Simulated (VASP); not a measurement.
OSZICAR of a VASP run on ZrH2 (space group R3m):

### OSZICAR
```
       N       E                     dE             d eps       ncg     rms          rms(c)
DAV:   1     0.104002187004E+03    0.10400E+03   -0.53269E+03    22   0.785E+02
DAV:   2    -0.148139563042E+02   -0.11882E+03   -0.11733E+03    28   0.268E+02
DAV:   3    -0.195116069331E+02   -0.46977E+01   -0.46012E+01    25   0.552E+01
DAV:   4    -0.198485147476E+02   -0.33691E+00   -0.33656E+00    33   0.140E+01
DAV:   5    -0.198517754119E+02   -0.32607E-02   -0.32604E-02    28   0.180E+00    0.106E+01
DAV:   6    -0.183850482309E+02    0.14667E+01   -0.26459E+00    22   0.112E+01    0.490E+00
DAV:   7    -0.180680592540E+02    0.31699E+00   -0.21857E+00    22   0.957E+00    0.173E+00
DAV:   8    -0.181033573112E+02   -0.35298E-01   -0.26215E-01    33   0.338E+00    0.119E+00
DAV:   9    -0.181034033549E+02   -0.46044E-04   -0.79259E-03    22   0.103E+00    0.452E-01
DAV:  10    -0.181032503785E+02    0.15298E-03   -0.19350E-03    30   0.416E-01    0.972E-02
DAV:  11    -0.181032973184E+02   -0.46940E-04   -0.71768E-04    30   0.239E-01    0.680E-02
DAV:  12    -0.181032908831E+02    0.64353E-05   -0.36239E-05    28   0.776E-02    0.198E-02
DAV:  13    -0.181032904863E+02    0.39677E-06   -0.54921E-06    27   0.193E-02
   1 F= -.18103290E+02 E0= -.18100259E+02  d E =-.606397E-02
```

### Question
Which electronic solver shows in the log?

### Answer
It is blocked Davidson (ALGO = Normal, or the opening steps of other solvers). The INCAR had ALGO = Normal.

### Question
Can the final energy be trusted as converged?

### Answer
The run converged. It stopped with EDIFF = 1E-6, NELM = 100 (PBE GGA, plane waves, VASP's PBE PAW potentials (set 64)).

The structure was generated: ZrH2 was put into an ordered model structure, which need not be its known phase. The cell was not relaxed at this level. The k-mesh is coarse (spacing up to 2.39 per Å, 2π included), so the numbers may not be converged in it. The run is one of a series of settings (KPOINTS 1×1×1 Γ-centred mesh against the base run), some of them coarse on purpose.
